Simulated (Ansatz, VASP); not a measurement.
# Cross-check of MoS2 between VASP and Ansatz

Wanted: the spread between two codes on one cell, functional and k mesh. The cell is taken from a series of VASP runs on this material, whose earlier steps may have relaxed, scaled or displaced it; both programs get it as it stands. Other levels of theory on this material are compared in a session of their own.

Main program and level: Ansatz 0.2.0; plane waves, with VASP 6.6.1 beside it; single point at revPBE.

### Step 1. The structure

The structure is hexagonal, space group P6_3/mmc (No. 194). The conventional cell has a = 3.200 Å, b = 3.200 Å, c = 15.098 Å, α = 90.00°, β = 90.00°, γ = 120.00°. Mo has 6 S at 2.42 Å nearest. S has 3 Mo at 2.42 Å nearest. Farther neighbours and most contacts between anions are not listed.

### Step 2. Ansatz: single point, revPBE

Ansatz runs on its default PAW (the set named soft_2) files.

A single point gives forces, pressure and levels at one fixed geometry, so differences don't come from the geometry; what else differs is listed under the comparison.

The input, input.yaml:

```yaml
crystal:
  lattice:
    - [3.2000069856, 0.0, 0.0]
    - [-1.6000034928, 2.7712873418, 0.0]
    - [0.0, 0.0, 15.0981737458]
  atoms:
    - { symbol: Mo, position: [0.6666666667, 0.3333333333, 0.75] }
    - { symbol: Mo, position: [0.3333333333, 0.6666666667, 0.25] }
    - { symbol: S, position: [0.6666666667, 0.3333333333, 0.3534826125] }
    - { symbol: S, position: [0.3333333333, 0.6666666667, 0.8534826125] }
    - { symbol: S, position: [0.6666666667, 0.3333333333, 0.1465173875] }
    - { symbol: S, position: [0.3333333333, 0.6666666667, 0.6465173875] }
hamiltonian:
  xc: revpbe
  pseudopotentials: { kind: paw }
kpoints:
  mp_grid: { grid: [7, 7, 2] }
scf:
  occupations: { method: gaussian, width: 0.05 }
  n_extra_bands: 5
output:
  forces: true
  stress: true
  eigenvalues: true
  write_density: true
  write_potential: true
  elf: true
  volumetric_format: npy
```

Command:

```bash
ansatz run input.yaml --threads 4 --pin off --max-ram 9216MiB --backend cpu --events-out ev --progress --plain --runs-dir out
```

Numbers of over 12 decimals in the logs are rounded to 6 here.

Log:

```text
scf.n_extra_bands = 5 over 26 filled bands (N_el = 52.0): the run solves 31 bands
Engine: ansatz 0.2.0, aarch64-unknown-linux-gnu
Pseudopotentials: kind: paw
Pseudopotential: Mo, paw, valence charge 14, recommended cutoff 420 eV (normal), Mo.paw.azcp
Pseudopotential: S, paw, valence charge 6, recommended cutoff 420 eV (normal), S.paw.azcp
Functional definition: revPBE
  parameter kappa = 1.245
  parameter beta = 0.066725
  exchange = pbe_x(kappa = kappa, mu = beta*pi^2/3)
  correlation = pbe_c(beta = beta)
Crystal: 6 atoms, lattice volume = 133.893 Å³
Basis set: ecut = 420 eV, 2631 PW (Γ), exchange–correlation on 48×48×216 points (8 copies of the dense FFT grid, shifted against one another)
Bands: 31, of which v1, the nominal top of the filled ones, is band 26 counted from 1 (25 counted from 0)
Symmetry: 24 space group operations
Space group: P63/mmc (ITA 194), of the structure as read, at distance tolerance 5.1e-5 Å
k-points: 16 of 98
Non-local potential: Mo, projectors of the file, l = 0: 3, l = 1: 2, l = 2: 2, l = 3: 1
Non-local potential: S, projectors of the file, l = 0: 2, l = 1: 2, l = 2: 2
PAW form: soft (Blöchl's): semilocal exchange-correlation on the pseudo side does not see the compensation charge
PAW frozen core: Mo, regenerated for the run's functional, and the local potential with it (the file was generated under x = pbe(κ = 0.804, μ = 0.219515), c = pbe(β = 0.066725))
PAW frozen core: S, regenerated for the run's functional, and the local potential with it (the file was generated under x = pbe(κ = 0.804, μ = 0.219515), c = pbe(β = 0.066725))
PAW one-centre angular grid: Mo, 590 points (default); XC on 64 Gauss nodes
PAW one-centre angular grid: S, 110 points (default); XC on 64 Gauss nodes
Initial density: superposition of atomic densities (neutral atoms: chi_scale 0, normalization atom), corrected by the library's trained network
Initial wavefunctions: pseudopotential atomic-orbital guess
Functional: x = revpbe(κ = 1.245, μ = 0.219515), c = pbe(β = 0.066725)
SCF iter   1: F=—  HF=-13545.497587 eV  |F-HF|=—  |Δ(HF+E_count)|=         —  Δρ=5.01e-3  dr2=1.13e-2  ethr=1.77e-3  ⟨swp⟩=7.9  Hψ=2483  notcnv=0
preconditioner: auto → Resta (q_TF=auto, 2.330 Å⁻¹)  ε∞=7.6  [insulator: Δε(μ)=1.642 eV  Ē_g=7.498 eV  σ=0.050 eV  W_gap=1.00  n_scr=28 (ndim 8)  ℏωp=19.3 eV  f_vac=0.200  D(μ)=0.00/eV (n_scr^D=0)  ε∞_Penn≈7.6]
SCF iter   2: F=—  HF=-13545.509722 eV  |F-HF|=—  |Δ(HF+E_count)|=   1.21e-2  Δρ=2.83e-3  dr2=3.32e-3  ethr=2.17e-5  ⟨swp⟩=2.7  Hψ=989  notcnv=0  defer=9
SCF iter   3: F=—  HF=-13545.516189 eV  |F-HF|=—  |Δ(HF+E_count)|=   6.47e-3  Δρ=1.15e-3  dr2=1.49e-3  ethr=6.39e-6  ⟨swp⟩=2.0  Hψ=712  notcnv=0  defer=9
SCF iter   4: F=—  HF=-13545.517252 eV  |F-HF|=—  |Δ(HF+E_count)|=   1.06e-3  Δρ=1.33e-4  dr2=1.01e-4  ethr=2.86e-6  ⟨swp⟩=2.0  Hψ=705  notcnv=0  defer=9
SCF iter   5: F=—  HF=-13545.517301 eV  |F-HF|=—  |Δ(HF+E_count)|=   4.90e-5  Δρ=5.22e-5  dr2=1.31e-5  ethr=1.95e-7  ⟨swp⟩=2.1  Hψ=738  notcnv=0  defer=9
SCF iter   6: F=—  HF=-13545.517363 eV  |F-HF|=—  |Δ(HF+E_count)|=   6.18e-5  Δρ=1.44e-5  dr2=3.44e-7  ethr=2.51e-8  ⟨swp⟩=2.1  Hψ=726  notcnv=0  defer=9
SCF iter   7: F=-13545.517364 eV  HF=-13545.517364 eV  |F-HF|=9.45e-8  |Δ(HF+E_count)|=   1.18e-6  Δρ=4.32e-6  dr2=4.22e-8  ethr=1.92e-10  ⟨swp⟩=14.5  Hψ=4242  notcnv=0
SCF 1 converged in 7 iterations: F = -13545.517364 eV  dr2 = 4.22e-8
  greatest PAW one-centre occupation: 0.998 electrons in one spin orbital (limit 2), on the Mo atom at site 1 (counted from 0), in its partial waves of l = 0
SCF converged after 7 iterations
Free energy (F): -13545.517364 eV
Harris-Foulkes:  -13545.517364 eV  (|F-HF|=9.45e-8)
Internal energy: -13545.517364 eV  (E = F + TS)
E sigma→0 (E₀):  -13545.517364 eV
Fermi energy:    8.113614 eV
--- Per-component energies (eV) ---
  E_band       = -474.552822
  E_kinetic    = 1308.114580
  E_local      = -6041.208983  (includes V_loc(G=0)·N_el)
  E_nonlocal   = 395.352672
  E_hartree    = 2487.630309
  E_xc         = -756.506430
  E_vxc        = -807.834027  (∫ρ·V_xc dr)
  E_paw        = -8821.686100  (= ΣΔE_a)
  E_vpaw       = -304.246840  (= ΣTr[D̂ρ^β])
  E_aug_tail   = 0.000094  (compensation charges beyond the density's cutoff)
  E_ewald      = -2116.972272
  E_core_change = -0.241234  (= ΣΔE_core)
  E_smearing   = -0.000000  (= −TS)
  E_closure    = 0.000000  (closes the sum)
  Σ components = -13545.517364   (vs F -13545.517364, Δ=0.00e0)
--- Forces (eV/Å), atoms counted from 1 ---
  atom   1  Mo     0.00000000     0.00000000    -0.00000000
  atom   2  Mo     0.00000000    -0.00000000     0.00000000
  atom   3  S      0.00000000    -0.00000000     0.02315125
  atom   4  S     -0.00000000     0.00000000     0.02315125
  atom   5  S     -0.00000000    -0.00000000    -0.02315125
  atom   6  S      0.00000000     0.00000000    -0.02315125
  max |Σ_I F_I| component: 8.10e-18 eV/Å
--- Stress (GPa, compression-positive) ---
        0.342144      -0.000000       0.000000
       -0.000000       0.342144       0.000000
        0.000000       0.000000       0.527652
  P = ⅓ Tr σ = 0.4040 GPa (4.040 kbar)
--- Band table (eV; the first three rows and the last of 16) ---
  k-point 0: bands = [... 22 lower, 5.5625, 5.6105, 6.9783, 7.2916, 9.7958, 9.7958, 9.7972, 9.7972, ... 1 higher]
  k-point 1: bands = [... 22 lower, 5.5617, 5.5617, 7.1555, 7.1555, 9.7965, 9.7965, 9.7965, 9.7965, ... 1 higher]
  k-point 2: bands = [... 22 lower, 5.9202, 6.1548, 6.8339, 7.0028, 9.4005, 9.5741, 9.5895, 9.6518, ... 1 higher]
  k-point 15: bands = [... 22 lower, 5.1678, 5.1678, 6.8458, 6.8458, 8.9494, 8.9494, 10.1955, 10.1955, ... 1 higher]
```

Run time: 1.7 s. Hardware: 4 threads of Arm Neoverse V1, shared host; peak memory 0.46 GiB; 5.9 s of CPU time.

The run ends at a pressure of 0.40 GPa, with forces up to 0.023 eV/Å.

### Step 3. VASP: single point, revPBE

The same cell, functional, mesh and smearing now go to VASP, with its own data sets and cutoff.

Lines of VASP's logs that name or quote its potential files are left out, and so is its time.

The input, INCAR:

```
SYSTEM = MoS2
PREC = Accurate
ENCUT = 400
EDIFF = 1E-06
NELM = 100
ISMEAR = 0
SIGMA = 0.05
LREAL = .FALSE.
ALGO = Normal
GGA = RE
LORBIT = 11
LWAVE = .FALSE.
LCHARG = .TRUE.
ISIF = 2
LELF = .TRUE.
LVHAR = .TRUE.
```

The input, POSCAR:

```
MoS2
1.0
    3.2000069856      0.0000000000      0.0000000000
   -1.6000034928      2.7712873418      0.0000000000
    0.0000000000      0.0000000000     15.0981737458
Mo S
2 4
Direct
    0.6666666667      0.3333333333      0.7500000000
    0.3333333333      0.6666666667      0.2500000000
    0.6666666667      0.3333333333      0.3534826125
    0.3333333333      0.6666666667      0.8534826125
    0.6666666667      0.3333333333      0.1465173875
    0.3333333333      0.6666666667      0.6465173875
```

The input, KPOINTS:

```
Automatic mesh
0
Gamma
7 7 2
0 0 0
```

Potentials, in the order of the species: Mo_sv and S (PBE family, release 64).

Command:

```bash
mpirun -np 2 vasp_std
```

Log:

```text
[banner, memory and clock lines left out]
running    2 mpi-ranks, on    1 nodes
 distrk:  each k-point on    2 cores,    1 groups
 distr:  one band on    1 cores,    2 groups

 POSCAR found type information on POSCAR MoS
 POSCAR found :  2 types and       6 ions
|                                                                             |
|               ----> ADVICE to this user running VASP <----                  |
|                                                                             |
|     You enforced a specific xc type in the INCAR file but a different       |
|     [... a line on the potential file left out ...]
|     I HOPE YOU KNOW WHAT YOU ARE DOING!                                     |
|                                                                             |

 LDA part: xc-table for (Slater+PW92), standard interpolation
 POSCAR, INCAR and KPOINTS ok, starting setup
 FFT: planning ... GRIDC
 FFT: planning ... GRID_SOFT
 FFT: planning ... GRID
 WAVECAR not read
 entering main loop
       N       E                     dE             d eps       ncg     rms          rms(c)
DAV:   1     0.378976802781E+03    0.37898E+03   -0.26140E+04  1208   0.123E+03
DAV:   2    -0.236734303456E+02   -0.40265E+03   -0.39266E+03  1288   0.338E+02
DAV:   3    -0.441409218117E+02   -0.20467E+02   -0.20264E+02  1328   0.686E+01
DAV:   4    -0.446539579839E+02   -0.51304E+00   -0.51168E+00  1320   0.108E+01
DAV:   5    -0.446680428597E+02   -0.14085E-01   -0.14074E-01  1296   0.167E+00    0.325E+01
DAV:   6    -0.424704449750E+02    0.21976E+01   -0.21735E+01  1128   0.250E+01    0.133E+01
DAV:   7    -0.419836968105E+02    0.48675E+00   -0.90906E+00  1168   0.159E+01    0.792E+00
DAV:   8    -0.416359810601E+02    0.34772E+00   -0.14555E+00  1320   0.681E+00    0.254E+00
DAV:   9    -0.416449321305E+02   -0.89511E-02   -0.11758E-01  1344   0.169E+00    0.115E+00
DAV:  10    -0.416376045051E+02    0.73276E-02   -0.45216E-02  1272   0.124E+00    0.305E-01
DAV:  11    -0.416379572765E+02   -0.35277E-03   -0.20747E-03  1272   0.268E-01    0.135E-01
DAV:  12    -0.416379846898E+02   -0.27413E-04   -0.97228E-04  1216   0.168E-01    0.283E-02
DAV:  13    -0.416380443364E+02   -0.59647E-04   -0.19679E-04  1208   0.713E-02    0.356E-02
DAV:  14    -0.416380553080E+02   -0.10972E-04   -0.40850E-05  1312   0.404E-02    0.529E-03
DAV:  15    -0.416380567997E+02   -0.14916E-05   -0.29660E-06  1040   0.973E-03    0.645E-03
DAV:  16    -0.416380570759E+02   -0.27623E-06   -0.76633E-07   808   0.552E-03
   1 F= -.41638057E+02 E0= -.41638057E+02  d E =-.157975E-18
```

OUTCAR, selected parts (step 3):

```text
ion  position               nearest neighbor table
   1  0.667  0.333  0.750-   4 2.42   6 2.42   4 2.42   6 2.42   4 2.42   6 2.42
   2  0.333  0.667  0.250-   3 2.42   5 2.42   3 2.42   5 2.42   3 2.42   5 2.42
   3  0.667  0.333  0.353-   2 2.42   2 2.42   2 2.42
   4  0.333  0.667  0.853-   1 2.42   1 2.42   1 2.42
   5  0.667  0.333  0.147-   2 2.42   2 2.42   2 2.42
   6  0.333  0.667  0.647-   1 2.42   1 2.42   1 2.42

  LATTYP: Found a hexagonal cell.
 ALAT       =     3.2000069856
 C/A-ratio  =     4.7181689958

 Subroutine GETGRP returns: Found 24 space group operations
 (whereof 12 operations were pure point group operations)

The static configuration has the point symmetry D_3d.
 The point group associated with its full space group is D_6h.

 Found     16 irreducible k-points:

   k-points           NKPTS =     16   k-points in BZ     NKDIM =     16   number of bands    NBANDS=     32

   dimension x,y,z NGX =    24 NGY =   24 NGZ =   98
   dimension x,y,z NGXF=    48 NGYF=   48 NGZF=  196

   ENCUT  =  400.0 eV  29.40 Ry    5.42 a.u.   5.22  5.22 24.62*2*pi/ulx,y,z

   NELECT =      52.0000    total number of electrons

 k-points in reciprocal lattice and weights: Automatic mesh
   0.00000000  0.00000000  0.00000000       0.010
   0.14285714  0.00000000  0.00000000       0.061
   0.28571429  0.00000000  0.00000000       0.061
   0.42857143  0.00000000  0.00000000       0.061
   0.14285714  0.14285714  0.00000000       0.061
   0.28571429  0.14285714  0.00000000       0.122
   0.42857143  0.14285714  0.00000000       0.061
   0.28571429  0.28571429  0.00000000       0.061
   0.00000000  0.00000000  0.50000000       0.010
[...]
0.42857143  0.14285714  0.50000000       0.061
   0.28571429  0.28571429  0.50000000       0.061

 average (electrostatic) potential at core
       1 -77.3609       2 -77.3609       3 -86.9954       4 -86.9954       5 -86.9954
       6 -86.9954

 E-fermi :   4.8630

 k-point     1 :       0.0000    0.0000    0.0000
  band No.  band energies     occupation
    ...
     22       2.8413      2.00000
     23       2.8413      2.00000
     24       2.8863      2.00000
     25       4.2538      2.00000
     26       4.5666      2.00000
     27       7.0713      0.00000
     28       7.0719      0.00000
     29       7.0736      0.00000
     30       7.0743      0.00000
     31       7.3151      0.00000
    ...

 k-point     2 :       0.1429    0.0000    0.0000
  band No.  band energies     occupation
    ...
     22       2.4253      2.00000
     23       3.1948      2.00000
     24       3.4285      2.00000
     25       4.1093      2.00000
     26       4.2775      2.00000
     27       6.6766      0.00000
     28       6.8528      0.00000
     29       6.8670      0.00000
     30       6.9320      0.00000
     31       7.0182      0.00000
    ...

 k-point     3 :       0.2857    0.0000    0.0000
  band No.  band energies     occupation
    ...
     22       2.7404      2.00000
     23       2.8431      2.00000
     24       2.9902      2.00000
     25       3.4976      2.00000
     26       3.5282      2.00000
     27       6.4713      0.00000
     28       6.5923      0.00000
     29       6.6028      0.00000
     30       6.7205      0.00000
     31       7.3571      0.00000
    ...

  Total       -0.0130086     -0.0130086      0.0817472     -0.0000000     -0.0000000      0.0000000
  in kB       -0.1556620     -0.1556620      0.9781977     -0.0000000     -0.0000000      0.0000000
  external PRESSURE =       0.2222912 kB  Pullay stress =       0.0000000 kB

  energy-cutoff  :      400.00
  volume of cell :      133.89
      direct lattice vectors                 reciprocal lattice vectors
     3.200006986  0.000000000  0.000000000     0.312499318  0.180421565  0.000000000
    -1.600003493  2.771287342  0.000000000     0.000000000  0.360843131  0.000000000
     0.000000000  0.000000000 15.098173746     0.000000000  0.000000000  0.066233176

 POSITION                                       TOTAL-FORCE (eV/Angst)
 -----------------------------------------------------------------------------------
      1.60000      0.92376     11.32363         0.000000      0.000000      0.000000
     -0.00000      1.84752      3.77454        -0.000000     -0.000000      0.000000
      1.60000      0.92376      5.33694         0.000000     -0.000000      0.005878
     -0.00000      1.84752     12.88603        -0.000000      0.000000      0.005878
      1.60000      0.92376      2.21214         0.000000     -0.000000     -0.005878
     -0.00000      1.84752      9.76123        -0.000000      0.000000     -0.005878
 -----------------------------------------------------------------------------------
    total drift:                               -0.000000      0.000000     -0.000000

  FREE ENERGIE OF THE ION-ELECTRON SYSTEM (eV)
  ---------------------------------------------------
  free  energy   TOTEN  =       -41.6380570759 eV

  energy  without entropy=      -41.6380570759  energy(sigma->0) =      -41.63805708

 total charge
# of ion       s       p       d       tot
------------------------------------------
    1        2.284   6.213   3.908  12.406
    2        2.284   6.213   3.908  12.406
    3        1.365   2.340   0.000   3.705
    4        1.365   2.340   0.000   3.705
    5        1.365   2.340   0.000   3.705
    6        1.365   2.340   0.000   3.705
--------------------------------------------------
tot         10.031  21.786   7.817  39.634

[... 3 further parts left out ...]
```

The run ends at a pressure of 0.02 GPa, with forces up to 0.0059 eV/Å.

### Step 4. Side by side

Known differences besides the potentials themselves: the cutoff is 420 eV in Ansatz and 400 eV in VASP; Ansatz makes its cores anew for this functional, VASP keeps those of its PBE data sets; VASP leaves aspherical gradient terms in its spheres out (LASPH is not set), Ansatz keeps them. Total energies have different zeros and are not compared.

Compared:

| quantity | Ansatz | VASP | difference |
| --- | --- | --- | --- |
| pressure (GPa) | 0.40 | 0.02 | +0.38 |
| gap on the k mesh (eV) | 1.647 | 1.656 | -0.009 |

At this near-relaxed geometry the largest component of a force difference is 17 meV/Å. A gap on the mesh is an upper bound, since the band edges may lie between its points.

### Step 5. Outcome

```json
{"difference in gap on the k mesh (single point, revPBE)": "-0.0093 eV", "r.m.s. force difference (single point, revPBE)": "8.1 meV/Å"}
```

**Reading.** The r.m.s. force difference is 8.1 meV/Å (single point, revPBE), within the 12 meV/Å picked in this series as the mark of a large difference. 3 further runs of this series are not shown here. How closely two codes agree says nothing of how well the functional describes the real material.

[Lines on the potential files, build, host, timing and source positions are cut from VASP's logs without a mark.]

[Logs are printed without paths, hosts, clocks, repeated set-up lines and the standing remarks that a program may print on its own settings, such as how far it seeks lower states.]

[Hosts, paths, dates, database ids (printed as entryN), source tags and the programs' standing remarks are cut or masked in the printed files.]
